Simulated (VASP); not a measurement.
Method: PBE GGA, VASP's PBE PAW potentials (set 64) (plane waves; VASP).

The input files of a VASP run:

INCAR:
```
# general
SYSTEM = MgS
PREC   = Accurate
ENCUT  = 400   # plane-wave cut-off (eV)
LREAL  = F
LASPH  = T   # aspherical one-centre terms

# electronic loop
EDIFF  = 1E-7   # SCF stop (eV)
NELM   = 100   # most electronic steps
ALGO   = Normal   # blocked Davidson

# smearing
ISMEAR = -5   # tetrahedra, Bloechl

# functional
GGA    = PE   # PBE

# ions
ISIF   = 2   # forces and stress, cell fixed

# output
LWAVE  = F
LCHARG = T
LORBIT = 11   # lm-projected
NEDOS  = 601
```

**KPOINTS**
```
Regular mesh
0
gamma
 10 10 10
```

### POSCAR
```
MgS
1
    0.0000000000     2.6116333952     2.6116333952
    2.6116333952    -0.0000000000     2.6116333952
    2.6116333952     2.6116333952     0.0000000000
Mg S
1 1
Direct
  0.0000000000   0.0000000000   0.0000000000
  0.5000000000   0.5000000000   0.5000000000
```

POTCAR, in this order: Mg S (PBE.64 set). Program: vasp_std.

Output

### OSZICAR
```
       N       E                     dE             d eps       ncg     rms          rms(c)
DAV:   1     0.189170634683E+02    0.18917E+02   -0.32749E+03   800   0.649E+02
DAV:   2    -0.810948377918E+01   -0.27027E+02   -0.26645E+02  1032   0.988E+01
DAV:   3    -0.890915596796E+01   -0.79967E+00   -0.79967E+00   928   0.232E+01
DAV:   4    -0.891254040826E+01   -0.33844E-02   -0.33844E-02  1192   0.168E+00
DAV:   5    -0.891254375229E+01   -0.33440E-05   -0.33440E-05  1024   0.452E-02    0.435E+00
DAV:   6    -0.854377415996E+01    0.36877E+00   -0.95903E-01   792   0.483E+00    0.343E+00
DAV:   7    -0.850302738562E+01    0.40747E-01   -0.23684E-01  1008   0.258E+00    0.229E+00
DAV:   8    -0.850303837232E+01   -0.10987E-04   -0.13525E-02   840   0.977E-01    0.890E-01
DAV:   9    -0.850285443659E+01    0.18394E-03   -0.55082E-04   952   0.189E-01    0.281E-01
DAV:  10    -0.850289229610E+01   -0.37860E-04   -0.14740E-04  1056   0.790E-02    0.121E-02
DAV:  11    -0.850289019148E+01    0.21046E-05   -0.20190E-05   920   0.234E-02    0.120E-02
DAV:  12    -0.850289016431E+01    0.27170E-07   -0.40866E-07  1016   0.538E-03
   1 F= -.85028902E+01 E0= -.85028902E+01  d E =0.000000E+00
```

### OUTCAR
```
------------------------ aborting loop because EDIFF is reached ----------------------------------------
  FORCE on cell =-STRESS in cart. coord.  units (eV):
  Direction    XX          YY          ZZ          XY          YZ          ZX
  --------------------------------------------------------------------------------------
  Total        0.0005212      0.0005212      0.0005212      0.0000000      0.0000000     -0.0000000
  in kB        0.0234397      0.0234397      0.0234397      0.0000000      0.0000000     -0.0000000
  external PRESSURE =       0.0234397 kB  Pullay stress =       0.0000000 kB
  volume of cell :       35.63
      direct lattice vectors                 reciprocal lattice vectors
     0.000000000  2.611633395  2.611633395    -0.191451067  0.191451067  0.191451067
     2.611633395  0.000000000  2.611633395     0.191451067 -0.191451067  0.191451067
     2.611633395  2.611633395  0.000000000     0.191451067  0.191451067 -0.191451067
 POSITION                                       TOTAL-FORCE (eV/Angst)
 -----------------------------------------------------------------------------------
      0.00000      0.00000      0.00000        -0.000000      0.000000      0.000000
      2.61163      2.61163      2.61163         0.000000     -0.000000     -0.000000
 -----------------------------------------------------------------------------------
    total drift:                               -0.000000     -0.000000      0.000000
  FREE ENERGIE OF THE ION-ELECTRON SYSTEM (eV)
  ---------------------------------------------------
  free  energy   TOTEN  =        -8.5028901643 eV

  energy  without entropy=       -8.5028901643  energy(sigma->0) =       -8.50289016

 total charge

# of ion       s       p       d       tot
------------------------------------------
    1        0.136   0.125   0.039   0.299
    2        1.314   2.496   0.000   3.810
--------------------------------------------------
tot          1.450   2.621   0.039   4.109
```
(Selected blocks of OUTCAR.)

The compound is MgS in the rock salt structure. It was relaxed first.
